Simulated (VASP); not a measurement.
```xyz
8
Lattice="-2.7904 2.7904 5.5331 2.7904 -2.7904 5.5331 2.7904 2.7904 -5.5331" Properties=species:S:1:pos:R:3 pbc="T T T"
Ga     0.0000     0.0000     5.5331
Ga     2.7904     0.0000     2.7666
Cu     0.0000     0.0000     0.0000
Cu     0.0000     2.7904     2.7666
Se     1.4382     1.3952     6.9164
Se     4.1856     1.3522    -1.3833
Se     1.3522     1.3952     1.3833
Se    -1.3952     1.4382     4.1498
```

Calculation: PBEsol GGA, VASP's PBE PAW potentials (set 64) (plane waves; VASP). Numerical set-up: 500 eV cut-off, 6×6×6 Γ-centred mesh, Gaussian smearing of 0.050 eV, potentials Ga_d Cu Se.

Energy and stress use the plane-wave basis of the starting cell.

**Question.** The ions, cell shape and volume at an external pressure of 5.0 GPa are relaxed. What does this cell relax into?

**Answer.** 
```xyz
8
Lattice="-2.7333 2.7333 5.4241 2.7333 -2.7333 5.4241 2.7333 2.7333 -5.4241" Properties=species:S:1:pos:R:3 pbc="T T T"
Ga     0.0000     0.0000     5.4241
Ga     2.7333     0.0000     2.7120
Cu     0.0000     0.0000     0.0000
Cu     0.0000     2.7333     2.7120
Se     1.4127     1.3667     6.7801
Se     4.1000     1.3206    -1.3560
Se     1.3206     1.3667     1.3560
Se    -1.3667     1.4127     4.0681
```
Space group I-42d (122), at a tolerance of 0.03 Å.

**Question.** How do energy and volume change from the first to the last step?

**Answer.** The energy (σ→0) changes by +18.5 meV/atom and the volume by -5.9 %, in 7 ionic steps.

The compound is CuGaSe2 in the chalcopyrite structure. This run relaxes it under an external pressure of 5 GPa. Symmetry was kept, so distortions that lower it aren't found.
